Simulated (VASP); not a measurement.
Energy against volume of KMgF$_{3}$ (cubic perovskite). All values below come from revTPSS meta-GGA, VASP's PBE PAW potentials (set 64) (plane waves; VASP).

| V (Å³/atom) | E (eV/atom) |
|---|---|
| 12.047 | -6.24946 |
| 12.432 | -6.26088 |
| 12.816 | -6.26597 |
| 13.201 | -6.26581 |
| 13.585 | -6.26120 |

**Question.** Fit a third-order Birch-Murnaghan equation of state.

**Answer.** 
| Item | Result |
|---|---|
| volume per atom | 12.99 Å^3/atom |
| bulk modulus | 68.5 GPa |
| pressure derivative of the bulk modulus | 4.95 |
| lattice constant a | 7.597 bohr |

The compound is KMgF3 in the cubic perovskite structure. It was relaxed first.
